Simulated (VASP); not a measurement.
# ZnSn: structure and properties in VASP

Aim: relax ZnSn, then compute properties on the relaxed cell. The steps: first try, full relaxation (vdW-DF), second relaxation, single point with fields (vdW-DF), bands along the symmetry lines (vdW-DF), total and projected DOS (vdW-DF) and band structure (vdW-DF + SOC). The cell is invented: it takes the structure of COD entry 9008826, CeZn (space group 221 there), with some of its atoms replaced by other elements, volume scaled by an estimate. It may not be a known or stable phase. Left out of this account: 1 further run (relaxation: it shows nothing beyond the runs told).

Calculated with VASP 6.6.1; vdW-DF; plane waves and PAW (Sn_d, Zn), in the first sound run; inputs show where later runs differ.

## (1) Starting point

Before any relaxation, the start is as follows. It takes space group Pm-3m (No. 221, cubic). Conventional cell: a = 3.510 Å, b = 3.510 Å, c = 3.510 Å, α = 90.00°, β = 90.00°, γ = 90.00°. Sn has 8 Zn at 3.04 Å nearest. Nearest to Zn lie 8 Sn at 3.04 Å. It derives from CeZn. it takes the structure of COD entry 9008826, CeZn (space group 221 there), with some of its atoms replaced by other elements, volume scaled by an estimate. Farther neighbours are not listed.

Coordinates:

```cif
data_structure
_symmetry_space_group_name_H-M 'P 1'
_symmetry_Int_Tables_number 1
_cell_length_a 3.5102
_cell_length_b 3.5102
_cell_length_c 3.5102
_cell_angle_alpha 90.000
_cell_angle_beta 90.000
_cell_angle_gamma 90.000
_cell_volume 43.25
loop_
_atom_site_label
_atom_site_type_symbol
_atom_site_fract_x
_atom_site_fract_y
_atom_site_fract_z
_atom_site_occupancy
Sn1 Sn 0.50000 0.50000 0.50000 1
Zn2 Zn 0.00000 0.00000 0.00000 1
```

## (2) First try

This run is made with a changed input; what comes of it follows.

Contents of INCAR:

```
SYSTEM = ZnSn
PREC = Accurate
ENCUT = 400
EDIFF = 1E-06
NELM = 83
ISMEAR = 1
SIGMA = 0.2
LREAL = .FALSE.
ALGO = Damped
GGA = RE
AGGAC = 0
LUSE_VDW = .TRUE.
LASPH = .TRUE.
NBANDS = 19
LORBIT = 11
LWAVE = .FALSE.
LCHARG = .FALSE.
IBRION = 2
NSW = 30
ISIF = 3
EDIFFG = -0.01
TIME = 2
```

Contents of POSCAR:

```
ZnSn
1.0
    3.5101720000      0.0000000000      0.0000000000
    0.0000000000      3.5101720000      0.0000000000
    0.0000000000      0.0000000000      3.5101720000
Sn Zn
1 1
Direct
    0.5000000000      0.5000000000      0.5000000000
    0.0000000000      0.0000000000      0.0000000000
```

Contents of KPOINTS:

```
Automatic mesh
0
Gamma
8 8 8
0 0 0
```

Potentials, in the order of the species: Sn_d and Zn (PBE family, release 64).

Run with:

```
$ mpirun -np 1 vasp_std
```

Log:

```text
[banner, memory and clock lines left out]
running    1 mpi-ranks, on    1 nodes
[...]
|                                                                             |
|               ----> ADVICE to this user running VASP <----                  |
|                                                                             |
|     You have switched on vdW-DFT.                                           |
|     This routine was written and supplied by Jiri Klimes. We recommend      |
|     that you carefully read and cite the following publications:            |
|       J. Klimes, D.R. Bowler, A. Michelides                                 |
|          J. Phys.: Cond Matt. 22 022201 (2010)                              |
|       J. Klimes, D.R. Bowler, A. Michelides                                 |
|          Phys. Rev. B. 83, 195131 (2011)                                    |
|     and references therein.                                                 |
|                                                                             |

|                                                                             |
|               ----> ADVICE to this user running VASP <----                  |
|                                                                             |
|     You enforced a specific xc type in the INCAR file but a different       |
|     [... a line on the potential file left out ...]
|     I HOPE YOU KNOW WHAT YOU ARE DOING!                                     |
|                                                                             |

 LDA part: xc-table for (Slater+PW92), standard interpolation
 POSCAR, INCAR and KPOINTS ok, starting setup
[...]
entering main loop
       N       E                     dE             d eps       ncg     rms           ort
DAV:   1     0.228587283181E+03    0.22859E+03   -0.10696E+04   665   0.204E+03
DAV:   2     0.650995556892E+02   -0.16349E+03   -0.16061E+03   665   0.423E+02
DAV:   3     0.150137614218E+02   -0.50086E+02   -0.49206E+02   665   0.195E+02
DAV:   4     0.476229237931E+01   -0.10251E+02   -0.10147E+02   665   0.994E+01
[...]
DMP:  81     0.101868608534E+04   -0.44033E+02   -0.44911E+03   665   0.225E+03  -0.211E+03
DMP:  82     0.106416347074E+04    0.45477E+02   -0.20092E+03   665   0.100E+03  -0.814E+02
DMP:  83     0.101778112565E+04   -0.46382E+02   -0.48831E+03   665   0.244E+03  -0.229E+03
 final diagonalization occupied
|                                                                             |
|           W    W    AA    RRRRR   N    N  II  N    N   GGGG   !!!           |
|           W    W   A  A   R    R  NN   N  II  NN   N  G    G  !!!           |
|           W    W  A    A  R    R  N N  N  II  N N  N  G       !!!           |
[...]
|           W    W    AA    RRRRR   N    N  II  N    N   GGGG   !!!           |
|           W    W   A  A   R    R  NN   N  II  NN   N  G    G  !!!           |
|           W    W  A    A  R    R  N N  N  II  N N  N  G       !!!           |
|           W WW W  AAAAAA  RRRRR   N  N N  II  N  N N  G  GGG   !            |
|           WW  WW  A    A  R   R   N   NN  II  N   NN  G    G                |
|           W    W  A    A  R    R  N    N  II  N    N   GGGG   !!!           |
|                                                                             |
|     The electronic self-consistency was not achieved in the given           |
|     number of steps (NELM). The forces and other quantities evaluated       |
|     might not be reliable so examine the results carefully. If you find     |
|     spurious results, we suggest increasing NELM, if you were close to      |
|     convergence or switching to a different ALGO or adjusting the           |
|     density mixing parameters otherwise.                                    |
|                                                                             |

   2 F= 0.31586658E+04 E0= 0.31586886E+04  d E =0.214088E+04
 trial-energy change: 2140.884677  1 .order************************ 7709.676832
 step:   0.7900(harm=  0.7900)  dis= 0.00000  next Energy=-10440.068351 (dE=-0.115E+05)
[...]
wavefunctions rotated
       N       E                     dE             d eps       ncg     rms           ort
SDA:   1     0.302068889565E+04   -0.10995E+03   -0.91830E+03   665   0.459E+03   0.000E+00
DMP:   2     0.312900627221E+04    0.10832E+03   -0.11768E+04   665   0.588E+03  -0.103E+03
DMP:   3     0.302212319554E+04   -0.10688E+03   -0.63062E+03   665   0.315E+03  -0.435E+02
DMP:   4     0.307263035970E+04    0.50507E+02   -0.11231E+04   665   0.562E+03  -0.128E+03
[...]
DMP:  35     0.302394059344E+04   -0.34008E+01   -0.33848E+03   665   0.169E+03  -0.731E+02
DMP:  36     0.306063798293E+04    0.36697E+02   -0.46222E+03   665   0.231E+03  -0.708E+02
DMP:  37     0.301748735661E+04   -0.43151E+02   -0.31026E+03   665   0.155E+03  -0.672E+02
 hard stop encountered!  aborting job ...
|                                                                             |
|           W    W    AA    RRRRR   N    N  II  N    N   GGGG   !!!           |
|           W    W   A  A   R    R  NN   N  II  NN   N  G    G  !!!           |
|           W    W  A    A  R    R  N N  N  II  N N  N  G       !!!           |
|           W WW W  AAAAAA  RRRRR   N  N N  II  N  N N  G  GGG   !            |
|           WW  WW  A    A  R   R   N   NN  II  N   NN  G    G                |
|           W    W  A    A  R    R  N    N  II  N    N   GGGG   !!!           |
|                                                                             |
|     The electronic self-consistency was not achieved in the given           |
|     number of steps (NELM). The forces and other quantities evaluated       |
|     might not be reliable so examine the results carefully. If you find     |
|     spurious results, we suggest increasing NELM, if you were close to      |
|     convergence or switching to a different ALGO or adjusting the           |
|     density mixing parameters otherwise.                                    |
|                                                                             |

 soft stop encountered!  aborting job ...
   3 F= 0.30174874E+04 E0= 0.30174848E+04  d E =0.770133E-02
 deleting file STOPCAR
```

Elapsed: 4 min, on 1 MPI rank of Intel Xeon Platinum 8488C (Sapphire Rapids), shared host; peak memory 0.29 GiB.

The logs omit lines about the potential files and the build; timing stands in the text.

The run was stopped at its time limit, by a STOPCAR file.

By then 2 ionic steps had been finished.

The fault in the input: damping step far too long (ALGO = "Damped" and TIME = 2.0). Lower TIME to 0.4 or under.

## (3) Full relaxation (vdW-DF)

Properties are meant for the cell that this level of theory prefers, so cell and atoms are relaxed first (ISIF = 3) until forces and stress are small; EDIFFG sets the threshold.

Contents of INCAR:

```
SYSTEM = ZnSn
PREC = Accurate
ENCUT = 400
EDIFF = 1E-06
NELM = 100
ISMEAR = 1
SIGMA = 0.2
LREAL = .FALSE.
ALGO = Normal
GGA = RE
AGGAC = 0
LUSE_VDW = .TRUE.
LASPH = .TRUE.
NBANDS = 19
LORBIT = 11
LWAVE = .FALSE.
LCHARG = .FALSE.
IBRION = 2
NSW = 60
ISIF = 3
EDIFFG = -0.01
```

POSCAR is that of step 2.

KPOINTS is that of step 2.

Run with:

```
$ mpirun -np 1 vasp_std
```

Log:

```text
[banner, memory and clock lines left out]
running    1 mpi-ranks, on    1 nodes
 distrk:  each k-point on    1 cores,    1 groups
 distr:  one band on    1 cores,    1 groups

 POSCAR found type information on POSCAR SnZn
 POSCAR found :  2 types and       2 ions
 [... a notice as in an earlier step ...]

 [... a notice as in an earlier step ...]

 LDA part: xc-table for (Slater+PW92), standard interpolation
 POSCAR, INCAR and KPOINTS ok, starting setup
 FFT: planning ... GRIDC
 FFT: planning ... GRID_SOFT
 FFT: planning ... GRID
 WAVECAR not read
 entering main loop
       N       E                     dE             d eps       ncg     rms          rms(c)
DAV:   1     0.154767585244E+03    0.15477E+03   -0.12172E+04  1362   0.190E+03
DAV:   2     0.147106514254E+02   -0.14006E+03   -0.13744E+03  1342   0.347E+02
DAV:   3     0.303200034816E+01   -0.11679E+02   -0.11616E+02  1518   0.103E+02
DAV:   4     0.279302311366E+01   -0.23898E+00   -0.23884E+00  1521   0.152E+01
DAV:   5     0.278694978496E+01   -0.60733E-02   -0.60728E-02  1519   0.238E+00    0.228E+00
DAV:   6     0.285485704151E+01    0.67907E-01   -0.30024E-01  1488   0.923E+00    0.176E+00
DAV:   7     0.286106438261E+01    0.62073E-02   -0.28821E-02  1480   0.200E+00    0.805E-01
DAV:   8     0.286292988674E+01    0.18655E-02   -0.36157E-03  1678   0.731E-01    0.925E-02
DAV:   9     0.286288987895E+01   -0.40008E-04   -0.50701E-04  1722   0.224E-01    0.262E-02
DAV:  10     0.286287968452E+01   -0.10194E-04   -0.81688E-05  1586   0.881E-02    0.110E-02
DAV:  11     0.286287812010E+01   -0.15644E-05   -0.52315E-06  1488   0.181E-02    0.269E-03
DAV:  12     0.286287747856E+01   -0.64155E-06   -0.13298E-06  1218   0.102E-02
   1 F= 0.28628775E+01 E0= 0.28643404E+01  d E =0.286288E+01
 curvature:   0.00 expect dE= 0.000E+00 dE for cont linesearch  0.000E+00
 trial: gam= 0.00000 g(F)=  0.000E+00 g(S)=  0.161E+00 ort = 0.000E+00 (trialstep = 0.100E+01)
 search vector abs. value=  0.161E+00
 bond charge predicted
       N       E                     dE             d eps       ncg     rms          rms(c)
DAV:   1    -0.588441366234E+00   -0.34513E+01   -0.63131E+01  1489   0.151E+02    0.117E+01
DAV:   2     0.220353924139E+01    0.27920E+01   -0.67763E+00  1453   0.398E+01    0.469E+00
DAV:   3     0.270790373612E+01    0.50436E+00   -0.76020E-01  1793   0.127E+01    0.181E+00
DAV:   4     0.277795928901E+01    0.70056E-01   -0.73777E-02  1737   0.300E+00    0.469E-01
DAV:   5     0.278538858284E+01    0.74293E-02   -0.87768E-03  1852   0.156E+00    0.102E-01
DAV:   6     0.278530969982E+01   -0.78883E-04   -0.29016E-03  1462   0.785E-01    0.630E-02
DAV:   7     0.278533650829E+01    0.26808E-04   -0.43391E-04  1659   0.302E-01    0.905E-03
DAV:   8     0.278533963324E+01    0.31250E-05   -0.54266E-05  1503   0.777E-02    0.568E-03
DAV:   9     0.278533686299E+01   -0.27703E-05   -0.65750E-06  1610   0.299E-02    0.196E-03
DAV:  10     0.278533738344E+01    0.52045E-06   -0.62096E-07   860   0.873E-03
   2 F= 0.27853374E+01 E0= 0.27871374E+01  d E =-.775401E-01
 trial-energy change:   -0.077540  1 .order   -0.082750   -0.160899   -0.004601
 step:   1.0371(harm=  1.0294)  dis= 0.00000  next Energy=     2.785252 (dE=-0.776E-01)
 bond charge predicted
       N       E                     dE             d eps       ncg     rms          rms(c)
DAV:   1     0.278047376784E+01   -0.48631E-02   -0.79358E-02  1489   0.477E+00    0.444E-01
DAV:   2     0.278451860210E+01    0.40448E-02   -0.13075E-02  1462   0.212E+00    0.165E-01
DAV:   3     0.278514064460E+01    0.62204E-03   -0.79905E-04  1716   0.413E-01    0.688E-02
DAV:   4     0.278526129067E+01    0.12065E-03   -0.13148E-04  1944   0.153E-01    0.182E-02
DAV:   5     0.278527784291E+01    0.16552E-04   -0.19715E-05  1644   0.631E-02    0.264E-03
DAV:   6     0.278527750906E+01   -0.33385E-06   -0.26606E-06  1303   0.149E-02
   3 F= 0.27852775E+01 E0= 0.27870754E+01  d E =-.776000E-01
 curvature:  -0.48 expect dE=-0.471E-07 dE for cont linesearch -0.471E-07
 trial: gam=-0.00078 g(F)=  0.248E-63 g(S)=  0.983E-07 ort = 0.126E-03 (trialstep = 0.101E+01)
 search vector abs. value=  0.100E-09
 reached required accuracy - stopping structural energy minimisation
```

Wall time 42 s (1 MPI rank); peak memory 0.28 GiB.

OUTCAR, selected parts (step 3):

```text
ion  position               nearest neighbor table
   1  0.500  0.500  0.500-   2 3.04   2 3.04   2 3.04   2 3.04   2 3.04   2 3.04   2 3.04   2 3.04

  LATTYP: Found a simple cubic cell.
 ALAT       =     3.5101720000

 Subroutine GETGRP returns: Found 48 space group operations
 (whereof 48 operations were pure point group operations)

The static configuration has the point symmetry O_h .

 Found     35 irreducible k-points:

   k-points           NKPTS =     35   k-points in BZ     NKDIM =     35   number of bands    NBANDS=     19

   dimension x,y,z NGX =    24 NGY =   24 NGZ =   24
   dimension x,y,z NGXF=    48 NGYF=   48 NGZF=   48

   ENCUT  =  400.0 eV  29.40 Ry    5.42 a.u.   5.72  5.72  5.72*2*pi/ulx,y,z

   NELECT =      26.0000    total number of electrons

 k-points in reciprocal lattice and weights: Automatic mesh
   0.00000000  0.00000000  0.00000000       0.002
   0.12500000  0.00000000  0.00000000       0.012
   0.25000000  0.00000000  0.00000000       0.012
   0.37500000  0.00000000  0.00000000       0.012
   0.50000000  0.00000000  0.00000000       0.006
   0.12500000  0.12500000  0.00000000       0.023
   0.25000000  0.12500000  0.00000000       0.047
   0.37500000  0.12500000  0.00000000       0.047
   0.50000000  0.12500000  0.00000000       0.023
[...]
0.50000000  0.50000000  0.37500000       0.012
   0.50000000  0.50000000  0.50000000       0.002

 average (electrostatic) potential at core
       1-102.2445       2 -34.6076

 E-fermi :   5.1688

 k-point     1 :       0.0000    0.0000    0.0000
  band No.  band energies     occupation
    ...
      7      -2.0844      2.00000
      8      -2.0844      2.00000
      9      -1.9403      2.00000
     10      -1.9403      2.00000
     11      -1.9403      2.00000
     12       5.9504     -0.00000
     13       6.3505     -0.00000
     14       6.3505     -0.00000
     15       6.3505     -0.00000
     16      10.7621      0.00000
    ...

 k-point     2 :       0.1250    0.0000    0.0000
  band No.  band energies     occupation
    ...
      8      -2.0712      2.00000
      9      -1.9528      2.00000
     10      -1.9528      2.00000
     11      -1.9404      2.00000
     12       4.1841      2.00000
     13       6.5571     -0.00000
     14       6.5571     -0.00000
     15       7.2936     -0.00000
     16      10.9031      0.00000
     17      12.0540      0.00000
    ...

 k-point     3 :       0.2500    0.0000    0.0000
  band No.  band energies     occupation
    ...
      8      -2.0423      2.00000
      9      -1.9822      2.00000
     10      -1.9822      2.00000
     11      -1.9404      2.00000
     12       2.0919      2.00000
     13       7.1557     -0.00000
     14       7.1557     -0.00000
     15       7.9850     -0.00000
     16      11.3273      0.00000
     17      13.2039      0.00000
    ...

Total vdW correction in eV:      4.8946717

  Total        0.0011657      0.0011657      0.0011657     -0.0000000     -0.0000000      0.0000000
  in kB        0.0386886      0.0386886      0.0386886     -0.0000000     -0.0000000      0.0000000
  external PRESSURE =       0.0386886 kB  Pullay stress =       0.0000000 kB

  energy-cutoff  :      400.00
  volume of cell :       48.27
      direct lattice vectors                 reciprocal lattice vectors
     3.641115403  0.000000000 -0.000000000     0.274641117 -0.000000000  0.000000000
     0.000000000  3.641115403  0.000000000    -0.000000000  0.274641117 -0.000000000
    -0.000000000  0.000000000  3.641115403     0.000000000 -0.000000000  0.274641117

 POSITION                                       TOTAL-FORCE (eV/Angst)
 -----------------------------------------------------------------------------------
      1.82056      1.82056      1.82056         0.000000      0.000000      0.000000
      0.00000      0.00000      0.00000        -0.000000     -0.000000      0.000000
 -----------------------------------------------------------------------------------
    total drift:                                0.000000      0.000000     -0.000000

  FREE ENERGIE OF THE ION-ELECTRON SYSTEM (eV)
  ---------------------------------------------------
  free  energy   TOTEN  =         2.7852775091 eV

  energy  without entropy=        2.7906712802  energy(sigma->0) =        2.78707543

Total vdW correction in eV:      4.8946626

 reached required accuracy - stopping structural energy minimisation

 total charge
# of ion       s       p       d       tot
------------------------------------------
    1        1.310   0.862   9.963  12.135
    2        0.682   0.241   9.735  10.658
--------------------------------------------------
tot          1.992   1.103  19.699  22.793

[... 3 further parts left out ...]
```

CONTCAR:

```
ZnSn
   1.00000000000000
     3.6411154027636243    0.0000000000000000   -0.0000000000000000
     0.0000000000000000    3.6411154027636243    0.0000000000000000
    -0.0000000000000000    0.0000000000000000    3.6411154027636243
  Sn              Zn
     1     1
Direct
     0.5000000000000000    0.5000000000000000    0.5000000000000000
     0.0000000000000000    0.0000000000000000    0.0000000000000000
```

The k-mesh is coarse for a metal. The PAW data sets were made with PBE, which is usual practice but a small mismatch for other functionals. After so large a change of volume the plane waves of the start cell no longer fit, so the final stress carries a basis-set error. The run keeps the 48 symmetry operations of its start, so it cannot find a distortion of lower symmetry.

Step by step:

| step | energy less that of the first step (eV) | largest force (eV/Å) | pressure (GPa) | volume (Å³) |
| --- | --- | --- | --- | --- |
| 1 | 0.0000 | 0.0000 | 5.52 | 43.25 |
| 2 | -0.0775 | 0.0000 | 0.14 | 48.09 |
| 3 | -0.0776 | 0.0000 | 0.00 | 48.27 |

| conventional cell, symmetrised | before | after | change |
| --- | --- | --- | --- |
| a (Å) | 3.510 | 3.641 | +3.7 % |
| b (Å) | 3.510 | 3.641 | +3.7 % |
| c (Å) | 3.510 | 3.641 | +3.7 % |
| volume (Å³/atom) | 21.62 | 24.14 | +11.6 % |

Final coordinates:

```xyz
2
Lattice="3.6411 0.0000 0.0000 0.0000 3.6411 0.0000 0.0000 0.0000 3.6411" Properties=species:S:1:pos:R:3 pbc="T T T"
Sn    1.8206    1.8206    1.8206
Zn    0.0000    0.0000    0.0000
```

Numbers from this step:

```yaml
electrons: 26
bands: 19
irreducible_k_points: 35
symmetry_operations: 48
free_energy_toten: 2.785 eV
energy_at_zero_smearing: 2.787 eV
fermi_energy: 5.169 eV
pressure: 0.003869 GPa
metallic: yes
scf_cycles_over_all_ionic_steps: 28
```

It ends with forces that vanish by symmetry and a pressure of 0.00 GPa.

[end of part 1 of 4]

[Lines on the potential files, build, host, timing and source positions are cut from VASP's logs without a mark.]

[Logs are printed without paths, hosts, clocks, repeated set-up lines and the standing remarks that a program may print on its own settings, such as how far it seeks lower states.]

[Hosts, paths, dates, database ids (printed as entryN), source tags and the programs' standing remarks are cut or masked in the printed files.]

[A measured line is paired with the nearest computed mode of its activity, which favours agreement.]
